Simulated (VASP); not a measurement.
A run of VASP 6.6.1 is set up as follows.

The input POSCAR:

```
H5C2Br
1.0
   13.0000000000      0.0000000000      0.0000000000
    0.0000000000     12.0000000000      0.0000000000
    0.0000000000      0.0000000000     12.0000000000
C Br H
2 1 5
Cartesian
    5.7897499400      6.6366000000      5.7497499600
    6.4618499400      5.4072999600      6.3010500000
    8.2133499500      5.8230999600      7.0509500400
    4.8126500500      6.3629000400      5.3392500000
    6.3817500500      7.0869000000      4.9518500400
    5.6360500300      7.3857999600      6.5275500000
    6.6476499700      4.6562000400      5.5360500000
    5.8999500300      4.9559000400      7.1161500000
```

Contents of INCAR.step1:

```
SYSTEM = H5C2Br
PREC = Accurate
ENCUT = 520
EDIFF = 1E-5
ISMEAR = 0
SIGMA = 0.01
LREAL = .False.
LASPH = .True.
NELM = 80
ALGO = Normal
ISIF = 2
LWAVE = .True.
LCHARG = .False.
NBANDS = 20
GGA = PE
```

File INCAR.step2:

```
SYSTEM = H5C2Br
PREC = Accurate
ENCUT = 520
EDIFF = 1E-7
ISMEAR = 0
SIGMA = 0.01
LREAL = .False.
LASPH = .True.
NELM = 80
ALGO = Normal
ISIF = 2
LWAVE = .False.
LCHARG = .False.
GGA = PE
LHFCALC = .True.
HFSCREEN = 0.2
PRECFOCK = Fast
IVDW = 2
NBANDS = 20
ISTART = 1
```

File KPOINTS:

```
regular mesh
0
Gamma
  1 1 1
  0 0 0
```

Potentials or basis: VASP PAW PBE potentials, release 64 (C, Br, H).

The run is started by

```bash
$ cat potpaw_PBE.64/C/POTCAR potpaw_PBE.64/Br/POTCAR potpaw_PBE.64/H/POTCAR > POTCAR
$ cp INCAR.step1 INCAR
$ mpirun -np 1 vasp_gam > vasp.out
$ cp INCAR.step2 INCAR
$ mpirun -np 1 vasp_gam > vasp.out
```

Problem. Estimate the largest force.

Solution. 0.038 eV/Å.

Problem. Predict the gap between the frontier levels.

Solution. 6.83 eV.

Problem. Predict the Hirshfeld charges.

Solution. C -0.12, -0.04; Br -0.07; H +0.05, +0.04 e.

Problem. What does it give for the dispersion energy per atom?

Solution. -0.003 eV.

Forces in eV/Å, atoms in the order of the input:
```
C   -0.005  0.034 -0.006
C   -0.018 -0.033 -0.002
Br  -0.004 -0.015  0.004
H    0.006  0.007  0.000
H   -0.019 -0.002  0.006
H   -0.004 -0.001 -0.015
H    0.016  0.006  0.011
H    0.027  0.004  0.000
```

Caveat: the PAW data sets were made with another functional, which shifts forces and pressure a little.
